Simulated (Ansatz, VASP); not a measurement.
## TaSi2P4 (TaSi2P4 monolayer) in two plane-wave programs

One calculation is typed for both programs; each brings its own data sets. How far apart do they land? The cell is taken from a series of runs on this material, whose earlier steps may have relaxed, scaled, displaced or heated it; both programs get it as it stands.

Program: Ansatz 0.2.0. Level of theory: plane waves, with VASP 6.6.1 beside it; single point at PBE with D3(BJ). Results are calculated unless marked as measured.

**1. Set-up**

The cell holds 7 atoms: 4 P, 2 Si and 1 Ta. Cell: a = 3.491 Å, b = 3.491 Å, c = 27.453 Å, α = 90.0°, β = 90.0°, γ = 120.0°. Vacuum lies along c.

Structure file:

```cif
data_structure
_symmetry_space_group_name_H-M 'P 1'
_symmetry_Int_Tables_number 1
_cell_length_a 3.4910
_cell_length_b 3.4910
_cell_length_c 27.4527
_cell_angle_alpha 90.000
_cell_angle_beta 90.000
_cell_angle_gamma 120.000
_cell_volume 289.74
loop_
_atom_site_label
_atom_site_type_symbol
_atom_site_fract_x
_atom_site_fract_y
_atom_site_fract_z
_atom_site_occupancy
P1 P 0.00000 0.00000 0.32784 1
P2 P 0.33333 0.66667 0.44618 1
P3 P 0.33333 0.66667 0.55382 1
P4 P 0.00000 0.00000 0.67216 1
Si5 Si 0.33333 0.66667 0.36465 1
Si6 Si 0.33333 0.66667 0.63535 1
Ta7 Ta 0.00000 0.00000 0.50000 1
```

**2. VASP: single point, PBE with D3(BJ)**

A single point gives forces, pressure and levels at one fixed geometry, so differences don't come from the geometry; what else differs is listed under the comparison.

Lines of VASP's logs that name or quote its potential files are left out, and so is its time.

The input, INCAR:

```
SYSTEM = TaSi2P4
PREC = Accurate
ENCUT = 400
EDIFF = 1E-06
NELM = 120
ISMEAR = -1
SIGMA = 0.02585
LREAL = .FALSE.
ALGO = Normal
GGA = PE
IVDW = 12
NBANDS = 26
LASPH = .TRUE.
LORBIT = 11
LWAVE = .FALSE.
LCHARG = .FALSE.
ISIF = 2
LDIPOL = .TRUE.
IDIPOL = 3
DIPOL = 0.5 0.5 0.5
LVHAR = .TRUE.
GGA_COMPAT = .FALSE.
NELMDL = -8
KPAR = 2
```

The input, POSCAR:

```
TaSi2P4
1.0
    3.4909597204      0.0000000000      0.0000000000
   -1.7454798602      3.0232598015      0.0000000000
    0.0000000000      0.0000000000     27.4526647932
P Si Ta
4 2 1
Direct
    0.0000000000      0.0000000000      0.3278370267
    0.3333333333      0.6666666667      0.4461816984
    0.3333333333      0.6666666667      0.5538183016
    0.0000000000      0.0000000000      0.6721629733
    0.3333333333      0.6666666667      0.3646513778
    0.3333333333      0.6666666667      0.6353486222
    0.0000000000      0.0000000000      0.5000000000
```

The input, KPOINTS:

```
Automatic mesh
0
Gamma
18 18 1
0 0 0
```

PAW data sets: P, Si and Ta_pv (PBE family, release 64).

Run with:

```sh
> mpirun -np 2 vasp_std
```

Numbers of over 12 decimals in the logs are rounded to 6 here.

The program printed:

```text
[banner, memory and clock lines left out]
running    2 mpi-ranks, on    1 nodes
 distrk:  each k-point on    1 cores,    2 groups
 distr:  one band on    1 cores,    1 groups

 POSCAR found type information on POSCAR P SiTa
 POSCAR found :  3 types and       7 ions
 LDA part: xc-table for (Slater+PW92), standard interpolation
 POSCAR, INCAR and KPOINTS ok, starting setup
 FFT: planning ... GRIDC
 FFT: planning ... GRID_SOFT
 FFT: planning ... GRID
 WAVECAR not read
 entering main loop
       N       E                     dE             d eps       ncg     rms          rms(c)
DAV:   1     0.189587035112E+03    0.18959E+03   -0.14833E+04  2236   0.957E+02
DAV:   2    -0.313763473113E+02   -0.22096E+03   -0.21701E+03  2504   0.215E+02
DAV:   3    -0.476836875061E+02   -0.16307E+02   -0.16135E+02  2424   0.574E+01
DAV:   4    -0.481724844252E+02   -0.48880E+00   -0.48755E+00  3008   0.109E+01
DAV:   5    -0.481816957817E+02   -0.92114E-02   -0.92071E-02  2752   0.137E+00
DAV:   6    -0.481819880757E+02   -0.29229E-03   -0.29226E-03  3056   0.225E-01
DAV:   7    -0.481819960245E+02   -0.79488E-05   -0.79484E-05  2784   0.286E-02
DAV:   8    -0.481819961843E+02   -0.15986E-06   -0.15992E-06  2336   0.429E-03    0.196E+01
DAV:   9    -0.466044667048E+02    0.15775E+01   -0.54882E+00  2290   0.109E+01    0.950E+00
DAV:  10    -0.463926771034E+02    0.21179E+00   -0.11972E+00  2600   0.576E+00    0.310E+00
DAV:  11    -0.463737440648E+02    0.18933E-01   -0.37740E-01  2618   0.336E+00    0.101E+00
DAV:  12    -0.463696452788E+02    0.40988E-02   -0.37579E-02  2480   0.957E-01    0.570E-01
DAV:  13    -0.463680944626E+02    0.15508E-02   -0.15608E-02  2474   0.569E-01    0.241E-01
DAV:  14    -0.463678970655E+02    0.19740E-03   -0.24072E-03  2374   0.266E-01    0.765E-02
[...]
DAV:  18    -0.463680331424E+02   -0.98386E-04   -0.20707E-05  2330   0.156E-02    0.761E-03
DAV:  19    -0.463680758235E+02   -0.42681E-04   -0.49011E-06  2086   0.702E-03    0.366E-03
DAV:  20    -0.463681314536E+02   -0.55630E-04   -0.51630E-06  1846   0.668E-03    0.481E-03
DAV:  21    -0.463681599099E+02   -0.28456E-04   -0.16517E-06  1876   0.438E-03    0.166E-03
DAV:  22    -0.463681687320E+02   -0.88222E-05   -0.29277E-07  1534   0.238E-03    0.124E-03
DAV:  23    -0.463681733947E+02   -0.46626E-05   -0.12323E-07  1458   0.136E-03    0.618E-04
DAV:  24    -0.463681769334E+02   -0.35387E-05   -0.12554E-07  1508   0.112E-03    0.704E-04
DAV:  25    -0.463681775571E+02   -0.62377E-06   -0.62720E-08  1450   0.752E-04
   1 F= -.48809694E+02 E0= -.48806804E+02  d E =-.577843E-02
```

OUTCAR, selected parts (step 2):

```text
ion  position               nearest neighbor table
   1  0.000  0.000  0.328-   5 2.25   5 2.25   5 2.25
   2  0.333  0.667  0.446-   5 2.24   7 2.50   7 2.50   7 2.50   3 2.95
   3  0.333  0.667  0.554-   6 2.24   7 2.50   7 2.50   7 2.50   2 2.95
   4  0.000  0.000  0.672-   6 2.25   6 2.25   6 2.25
   5  0.333  0.667  0.365-   2 2.24   1 2.25   1 2.25   1 2.25
   6  0.333  0.667  0.635-   3 2.24   4 2.25   4 2.25   4 2.25
   7  0.000  0.000  0.500-   2 2.50   3 2.50   2 2.50   3 2.50   2 2.50   3 2.50

  LATTYP: Found a hexagonal cell.
 ALAT       =     3.4909597204
 C/A-ratio  =     7.8639305497

 Subroutine GETGRP returns: Found 12 space group operations
 (whereof 12 operations were pure point group operations)

The static configuration has the point symmetry D_3h.

 Found     37 irreducible k-points:

   k-points           NKPTS =     37   k-points in BZ     NKDIM =     37   number of bands    NBANDS=     26

   dimension x,y,z NGX =    24 NGY =   24 NGZ =  180
   dimension x,y,z NGXF=    48 NGYF=   48 NGZF=  360

   ENCUT  =  400.0 eV  29.40 Ry    5.42 a.u.   5.69  5.69 44.77*2*pi/ulx,y,z

   NELECT =      39.0000    total number of electrons

 k-points in reciprocal lattice and weights: Automatic mesh
   0.00000000  0.00000000  0.00000000       0.003
   0.05555556  0.00000000  0.00000000       0.019
   0.11111111  0.00000000  0.00000000       0.019
   0.16666667  0.00000000  0.00000000       0.019
   0.22222222 -0.00000000  0.00000000       0.019
   0.27777778  0.00000000  0.00000000       0.019
   0.33333333 -0.00000000  0.00000000       0.019
   0.38888889  0.00000000  0.00000000       0.019
   0.44444444 -0.00000000  0.00000000       0.019
[...]
0.33333333  0.27777778  0.00000000       0.037
   0.33333333  0.33333333  0.00000000       0.006

 dipolmoment           0.000000      0.000000      0.000000 electrons x Angstroem

 average (electrostatic) potential at core
       1 -88.4935       2 -88.1267       3 -88.1267       4 -88.4935       5 -89.9927
       6 -89.9927       7 -42.7146

 E-fermi :  -0.3030

 k-point     1 :       0.0000    0.0000    0.0000
  band No.  band energies     occupation
    ...
     15      -1.3715      2.00000
     16      -1.2405      2.00000
     17      -1.2405      2.00000
     18      -0.6847      2.00000
     19      -0.6847      2.00000
     20       0.0408      0.00000
     21       2.6563      0.00000
     22       2.6563      0.00000
     23       2.7659      0.00000
     24       2.7659      0.00000
    ...

 k-point     2 :       0.0556    0.0000    0.0000
  band No.  band energies     occupation
    ...
     15      -1.4612      2.00000
     16      -1.4111      2.00000
     17      -1.3226      2.00000
     18      -0.7519      2.00000
     19      -0.7405      2.00000
     20       0.0619      0.00000
     21       2.5672      0.00000
     22       2.6433      0.00000
     23       2.7684      0.00000
     24       2.8372      0.00000
    ...

 k-point     3 :       0.1111    0.0000    0.0000
  band No.  band energies     occupation
    ...
     15      -1.6931      2.00000
     16      -1.5304      2.00000
     17      -1.5206      2.00000
     18      -0.9320      2.00000
     19      -0.8949      2.00000
     20       0.0445      0.00000
     21       2.3483      0.00000
     22       2.3565      0.00000
     23       2.9581      0.00000
     24       3.0529      0.00000
    ...

 Edisp (eV)   -2.44152

  Total      -0.07280    -0.07280    -0.16307     0.00000     0.00000    -0.00000
  in kB      -0.40255    -0.40255    -0.90172     0.00000     0.00000    -0.00000
  external pressure =       -0.57 kB  Pullay stress =        0.00 kB

  energy-cutoff  :      400.00
  volume of cell :      289.74
      direct lattice vectors                 reciprocal lattice vectors
     3.490959720  0.000000000  0.000000000     0.286454179  0.165384397  0.000000000
    -1.745479860  3.023259802  0.000000000     0.000000000  0.330768794  0.000000000
     0.000000000  0.000000000 27.452664793     0.000000000  0.000000000  0.036426336

 POSITION                                       TOTAL-FORCE (eV/Angst)
 -----------------------------------------------------------------------------------
      0.00000      0.00000      9.00000        -0.000000     -0.000000      0.026522
     -0.00000      2.01551     12.24888        -0.000000     -0.000000     -0.011266
     -0.00000      2.01551     15.20379         0.000000     -0.000000      0.011266
      0.00000      0.00000     18.45266         0.000000      0.000000     -0.026522
     -0.00000      2.01551     10.01065         0.000000     -0.000000     -0.012436
     -0.00000      2.01551     17.44201         0.000000     -0.000000      0.012436
      0.00000      0.00000     13.72633        -0.000000     -0.000000      0.000000
 -----------------------------------------------------------------------------------
    total drift:                                0.000000     -0.000000     -0.000000

  FREE ENERGIE OF THE ION-ELECTRON SYSTEM (eV)
  ---------------------------------------------------
  free  energy   TOTEN  =       -48.8096935641 eV

  energy  without entropy=      -48.8039151358  energy(sigma->0) =      -48.80680435

 vacuum level on the upper side and lower side of the slab         5.083         5.083

 total charge
# of ion       s       p       d       tot
------------------------------------------
    1        1.064   1.479   0.000   2.543
    2        1.021   1.549   0.000   2.570
    3        1.021   1.549   0.000   2.570
    4        1.064   1.479   0.000   2.543
    5        0.743   0.893   0.000   1.636
    6        0.743   0.893   0.000   1.636
    7        0.302   6.201   2.386   8.888
--------------------------------------------------
tot          5.957  14.044   2.386  22.388

[... 3 further parts left out ...]
```

This run has no spin polarisation. Its electron count is odd, so without a moment it is a metal by construction.

**3. Ansatz: single point, PBE with D3(BJ)**

Ansatz runs on its PAW soft_1 files.

The same cell, functional, mesh and smearing now go to Ansatz, which takes its cutoff from its data sets.

The input, input.yaml:

```yaml
crystal:
  lattice:
    - [3.4909597204, 0.0, 0.0]
    - [-1.7454798602, 3.0232598015, 0.0]
    - [0.0, 0.0, 27.4526647932]
  atoms:
    - { symbol: P, position: [0.0, 0.0, 0.3278370267] }
    - { symbol: Si, position: [0.3333333333, 0.6666666667, 0.3646513778] }
    - { symbol: P, position: [0.3333333333, 0.6666666667, 0.4461816984] }
    - { symbol: Ta, position: [0.0, 0.0, 0.5] }
    - { symbol: P, position: [0.3333333333, 0.6666666667, 0.5538183016] }
    - { symbol: Si, position: [0.3333333333, 0.6666666667, 0.6353486222] }
    - { symbol: P, position: [0.0, 0.0, 0.6721629733] }
kpoints:
  mp_grid: { grid: [18, 18, 1] }
  band_path:
    path: [[0, 0, 0], [0.5, 0, 0], [0.33333333, 0.33333333, 0], [0, 0, 0]]
    npoints: 16
hamiltonian:
  xc: pbe
  dispersion: d3bj
  pseudopotentials: { kind: paw, azcp: { folder: soft_1 } }
scf:
  occupations: { method: fermi_dirac, width: 0.02585 }
  convergence: { dr2_threshold: 1.0e-10 }
efield:
  axis: 3
  dipole_correction: true
  ramp_position: 0.97
  ramp_width: 0.06
  amplitude: 0
output:
  dos: { projected: true, e_range: [-6, 5] }
  write_potential: true
  write_density: true
  volumetric_format: npy
  elf: true
```

Run with:

```sh
> ansatz run input.yaml --threads 2 --pin off --max-ram 3072MiB --backend cpu --events-out ev --progress --plain --runs-dir out
```

The program printed:

```text
Engine: ansatz 0.2.0, x86_64-unknown-linux-gnu
Pseudopotentials: kind: paw
Pseudopotential: P, paw, valence charge 5, recommended cutoff 420 eV (normal), soft_1/P.paw.azcp
Pseudopotential: Si, paw, valence charge 4, recommended cutoff 420 eV (normal), soft_1/Si.paw.azcp
Pseudopotential: Ta, paw, valence charge 13, recommended cutoff 420 eV (normal), soft_1/Ta.paw.azcp
Functional definition: PBE
  parameter kappa = 0.804
  parameter beta = 0.066725
  exchange = pbe_x(kappa = kappa, mu = beta*pi^2/3)
  correlation = pbe_c(beta = beta)
Crystal: 7 atoms, lattice volume = 289.738 Å³
Basis set: ecut = 420 eV, 5677 PW (Γ)
Bands: 28, of which v1, the nominal top of the filled ones, is band 21 counted from 1 (20 counted from 0)
Symmetry: 6 space group operations
k-points: 37 of 324 (time reversal used)
Non-local potential: P, projectors of the file, l = 0: 2, l = 1: 2, l = 2: 1
Non-local potential: Si, projectors of the file, l = 0: 2, l = 1: 2, l = 2: 1
Non-local potential: Ta, projectors of the file, l = 0: 3, l = 1: 2, l = 2: 2, l = 3: 1
PAW form: soft (Blöchl's): semilocal exchange-correlation on the pseudo side does not see the compensation charge
PAW one-centre angular grid: P, 110 points (default); XC on 64 Gauss nodes
PAW one-centre angular grid: Si, 110 points (default); XC on 64 Gauss nodes
PAW one-centre angular grid: Ta, 590 points (default); XC on 64 Gauss nodes
Initial density: superposition of atomic densities (neutral atoms: chi_scale 0, normalization atom)
Initial wavefunctions: pseudopotential atomic-orbital guess
Functional: x = pbe(κ = 0.804, μ = 0.219515), c = pbe(β = 0.066725)
SCF iter   1: F=—  HF=-14233.307396 eV  |F-HF|=—  |Δ(HF+E_count)|=         —  Δρ=3.25e-2  dr2=4.26e0  ethr=3.10e-3  p=0.000 e·Å  D=1.06e-13 V/Å  ΔV_dip=-0.00 eV  dr2_dipole=6.14e-8  V_vac-E_F(+/−)=7.12/7.12 eV  ⟨swp⟩=12.4  Hψ=7776  notcnv=0
efield: sawtooth ramp at fractional position 0.9700 (set: `efield.ramp_position`, or a place that a band, a saddle search or an elastic batch's reference lends), width 0.0600; the density the first Hamiltonian is built on has a dipole p = 0.000 e·Å; the dipole correction subtracts the counter field D = 1.06e-13 V/Å, which shifts the + side's vacuum level by -0.00 eV against the − side's; the planar-averaged density in the ramp window peaks in size at 7.8e-7 e/Å³
preconditioner: auto → LDOS  [metal: Δε(μ)=0.057 eV  Ē_g=8.397 eV  σ=0.026 eV  W_gap=0.47  n_scr=16 (ndim 8)  ℏωp=12.5 eV  f_vac=0.511  D(μ)=1.82/eV (n_scr^D=8)  β→1.0]
SCF iter   2: F=—  HF=-14232.739062 eV  |F-HF|=—  |Δ(HF+E_count)|=   5.68e-1  Δρ=1.51e-2  dr2=2.62e0  ethr=3.10e-3  p=-0.000 e·Å  D=-2.78e-5 V/Å  ΔV_dip=0.00 eV  dr2_dipole=3.08e-7  V_vac-E_F(+/−)=3.96/3.96 eV  ⟨swp⟩=5.1  Hψ=2901  notcnv=0  defer=78
SCF iter   3: F=—  HF=-14232.242421 eV  |F-HF|=—  |Δ(HF+E_count)|=   4.97e-1  Δρ=3.86e-3  dr2=5.97e-2  ethr=3.10e-3  p=-0.000 e·Å  D=-1.16e-5 V/Å  ΔV_dip=0.00 eV  dr2_dipole=3.42e-8  V_vac-E_F(+/−)=5.47/5.47 eV  ⟨swp⟩=3.4  Hψ=2189  notcnv=0  defer=72
SCF iter   4: F=—  HF=-14232.233627 eV  |F-HF|=—  |Δ(HF+E_count)|=   8.79e-3  Δρ=1.32e-3  dr2=1.79e-2  ethr=1.46e-4  p=0.000 e·Å  D=1.69e-7 V/Å  ΔV_dip=-0.00 eV  dr2_dipole=3.93e-10  V_vac-E_F(+/−)=5.29/5.29 eV  ⟨swp⟩=3.3  Hψ=2067  notcnv=0  defer=69
SCF iter   5: F=—  HF=-14232.233493 eV  |F-HF|=—  |Δ(HF+E_count)|=   1.34e-4  Δρ=7.10e-4  dr2=5.81e-3  ethr=4.37e-5  p=-0.000 e·Å  D=-6.95e-7 V/Å  ΔV_dip=0.00 eV  dr2_dipole=8.94e-12  V_vac-E_F(+/−)=5.42/5.42 eV  ⟨swp⟩=3.1  Hψ=1712  notcnv=0  defer=69
SCF iter   6: F=—  HF=-14232.232545 eV  |F-HF|=—  |Δ(HF+E_count)|=   9.48e-4  Δρ=1.57e-4  dr2=1.94e-4  ethr=1.42e-5  p=-0.000 e·Å  D=-2.26e-7 V/Å  ΔV_dip=0.00 eV  dr2_dipole=5.50e-11  V_vac-E_F(+/−)=5.39/5.39 eV  ⟨swp⟩=2.1  Hψ=1379  notcnv=0  defer=69
SCF iter   7: F=—  HF=-14232.232541 eV  |F-HF|=—  |Δ(HF+E_count)|=   3.84e-6  Δρ=3.14e-5  dr2=4.65e-6  ethr=4.72e-7  p=0.000 e·Å  D=7.62e-7 V/Å  ΔV_dip=-0.00 eV  dr2_dipole=7.59e-11  V_vac-E_F(+/−)=5.40/5.40 eV  ⟨swp⟩=2.1  Hψ=1535  notcnv=0  defer=69
SCF iter   8: F=—  HF=-14232.232545 eV  |F-HF|=—  |Δ(HF+E_count)|=   4.18e-6  Δρ=9.63e-6  dr2=2.23e-7  ethr=1.13e-8  p=-0.000 e·Å  D=-2.57e-7 V/Å  ΔV_dip=0.00 eV  dr2_dipole=3.05e-13  V_vac-E_F(+/−)=5.40/5.40 eV  ⟨swp⟩=3.0  Hψ=1997  notcnv=0  defer=69
SCF iter   9: F=—  HF=-14232.232641 eV  |F-HF|=—  |Δ(HF+E_count)|=   9.60e-5  Δρ=2.39e-6  dr2=1.47e-8  ethr=5.44e-10  p=0.000 e·Å  D=5.27e-7 V/Å  ΔV_dip=-0.00 eV  dr2_dipole=1.61e-11  V_vac-E_F(+/−)=5.40/5.40 eV  ⟨swp⟩=2.3  Hψ=1746  notcnv=0  defer=69
SCF iter  10: F=—  HF=-14232.232641 eV  |F-HF|=—  |Δ(HF+E_count)|=   2.97e-8  Δρ=6.11e-7  dr2=1.87e-9  ethr=3.59e-11  p=-0.000 e·Å  D=-6.29e-7 V/Å  ΔV_dip=0.00 eV  dr2_dipole=2.05e-11  V_vac-E_F(+/−)=5.40/5.40 eV  ⟨swp⟩=2.1  Hψ=1573  notcnv=0  defer=69
SCF iter  11: F=—  HF=-14232.232641 eV  |F-HF|=—  |Δ(HF+E_count)|=   1.14e-9  Δρ=2.37e-7  dr2=3.23e-10  ethr=4.56e-12  p=0.000 e·Å  D=6.31e-7 V/Å  ΔV_dip=-0.00 eV  dr2_dipole=2.06e-11  V_vac-E_F(+/−)=5.40/5.40 eV  ⟨swp⟩=2.0  Hψ=1558  notcnv=0  defer=69
SCF iter  12: F=-14232.232641 eV  HF=-14232.232641 eV  |F-HF|=9.09e-11  |Δ(HF+E_count)|=  4.37e-10  Δρ=7.54e-8  dr2=3.32e-11  ethr=1.00e-12  p=-0.000 e·Å  D=-3.12e-7 V/Å  ΔV_dip=0.00 eV  dr2_dipole=4.67e-12  V_vac-E_F(+/−)=5.40/5.40 eV  ⟨swp⟩=14.0  Hψ=4592  notcnv=0
SCF 1 converged in 12 iterations: F = -14232.232641 eV  dr2 = 3.32e-11
  greatest PAW one-centre occupation: 0.999 electrons in one spin orbital (limit 2), on the Ta atom at site 3 (counted from 0), in its partial waves of l = 0
NSCF: frozen V_eff on 49 k-points
efield: sawtooth ramp at fractional position 0.9700 (kept from the solve that this one continues, or follows in the run), width 0.0600; the density the first Hamiltonian is built on has a dipole p = -0.000 e·Å; the dipole correction subtracts the counter field D = -3.12e-7 V/Å, which shifts the + side's vacuum level by +0.00 eV against the − side's; the planar-averaged density in the ramp window peaks in size at 7.9e-7 e/Å³
WARN: The output density's exchange-correlation potential varies sharply where the density is thin. Do not read a vacuum level from v_tot or v_xc, or from such a field of the output density. On a cell that repeats whose density bears no net charge and no dipole along the vacuum's axis use v_es (v_loc + v_h of the components); under efield.dipole_correction with no amplitude use v_es + v_field, which holds any externa [...]
SCF converged after 12 iterations
Free energy (F): -14232.232641 eV
Harris-Foulkes:  -14232.232641 eV  (|F-HF|=9.09e-11)
Internal energy: -14232.226892 eV  (E = F + TS)
E sigma→0 (E₀):  -14232.229767 eV
Entropy (-TS):   -0.005749 eV (-0.821 meV/atom)
Fermi energy:    0.827419 eV
Dipole field:    D = 0.000002 V/Å  (p = 0.000003 e·Å, saw-weighted, corrected)
Work function:   Φ+ = 5.3960 eV   Φ− = 5.3960 eV
Levels:          The Fermi level and band energies are counted from a zero that moves with the ramp; work functions are not
--- Per-component energies (eV) ---
  E_band       = -474.965152
  E_kinetic    = 753.779803
  E_local      = -27141.435856  (includes V_loc(G=0)·N_el)
  E_nonlocal   = 164.026287
  E_hartree    = 13230.575974
  E_xc         = -727.315684
  E_vxc        = -575.205455  (∫ρ·V_xc dr)
  E_paw        = -11560.751566  (= ΣΔE_a)
  E_vpaw       = -137.281909  (= ΣTr[D̂ρ^β])
  E_aug_tail   = 0.000167  (compensation charges beyond the density's cutoff)
  E_efield     = 0.000000  (sawtooth field / dipole correction)
  E_vefield    = 0.000000  (∫n·V_field dr)
  E_ewald      = 11051.335786
  E_disp       = -2.441803  (pairwise vdW)
  E_smearing   = -0.005749  (= −TS)
  E_closure    = -0.000000  (closes the sum)
  Σ components = -14232.232641   (vs F -14232.232641, Δ=0.00e0)
--- Band table (eV; the first three rows and the last of 37) ---
  k-point 0: bands = [... 17 lower, -0.1232, 0.4412, 0.4412, 1.1703, 3.7789, 3.7789, 3.8872, 3.8872, ... 3 higher]
  k-point 1: bands = [... 17 lower, -0.2052, 0.3740, 0.3865, 1.1922, 3.6889, 3.7638, 3.8913, 3.9595, ... 3 higher]
  k-point 2: bands = [... 17 lower, -0.3993, 0.1942, 0.2338, 1.1759, 3.4678, 3.4762, 4.0834, 4.1767, ... 3 higher]
  k-point 36: bands = [... 17 lower, -1.7890, -0.6915, 0.1033, 1.6787, 2.8173, 2.8338, 2.9168, 3.7522, ... 3 higher]
```

**4. Side by side**

Known differences besides the potentials themselves: the data sets hold 41 valence electrons in Ansatz (on its PAW soft_1 files) and 39 in VASP; the cutoff is 420 eV in Ansatz and 400 eV in VASP. Total energies have different zeros and are not compared.

Both answers:

| quantity | Ansatz | VASP | difference |
| --- | --- | --- | --- |
| work function, lower of the two faces (eV) | 5.40 | 5.39 | +0.01 |
| work function, higher of the two faces (eV) | 5.40 | 5.39 | +0.01 |

With vacuum in the cell, a pressure given here is an average over mostly empty space and none of the material.

**5. What came out**

```yaml
difference_in_work_function_higher_of_the_two_faces_single_point_pbe_with_d3_bj: 0.010 eV
```

In words: The difference in work function, higher of the two faces is 0.010 eV (single point, PBE with D3(BJ)). The data sets hold unlike numbers of valence electrons (41 in Ansatz and 39 in VASP), so part of the differences comes from the potentials. Such differences can come from data sets, numerical settings and the points named under the comparisons, not from the functional's error against experiment.

[Lines on the potential files, build, host, timing and source positions are cut from VASP's logs without a mark.]

[Logs are printed without paths, hosts, clocks, repeated set-up lines and the standing remarks that a program may print on its own settings, such as how far it seeks lower states.]

[Hosts, paths, dates, database ids (printed as entryN), source tags and the programs' standing remarks are cut or masked in the printed files.]
